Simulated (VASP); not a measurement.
```
Ta2Si
1.0
   -3.08777     3.08777     2.52364
    3.08777    -3.08777     2.52364
    3.08777     3.08777    -2.52364
Ta Si
4 2
Direct
  0.66359   0.83641   0.50000
  0.33641   0.16359   0.50000
  0.83641   0.33641   0.17282
  0.16359   0.66359   0.82718
  0.25000   0.25000   0.00000
  0.75000   0.75000   0.00000
```

All values below come from LDA (Ceperley-Alder, Perdew-Zunger), VASP's LDA PAW potentials (set 64) (plane waves; VASP 6.6.1). Numerical set-up: 300 eV cut-off, 7×7×7 Γ-centred mesh, Gaussian smearing of 0.10 eV, potentials Ta_pv Si.

At this cut-off the stress carries a Pulay error, which pulls relaxed volumes low.

### Question
Which forces act on the atoms, in eV/Å?

### Answer

| atom | Fx | Fy | Fz |
|---|---|---|---|
| Ta1 | 0.052 | -0.052 | 0.000 |
| Ta2 | -0.052 | 0.052 | 0.000 |
| Ta3 | 0.052 | 0.052 | 0.000 |
| Ta4 | -0.052 | -0.052 | 0.000 |
| Si5 | 0.000 | 0.000 | 0.000 |
| Si6 | 0.000 | 0.000 | 0.000 |

### Question
Give the stress tensor in GPa (positive for a compressed cell).

### Answer

```
-7.89   0.00   0.00
 0.00  -7.89   0.00
 0.00   0.00  -6.26
```
The pressure is its mean diagonal, -7.35 GPa.

The structure comes from a computed database's Ta2Si entry (I4/mcm); how it stands against other phases isn't given here. The cell was not relaxed at this level.
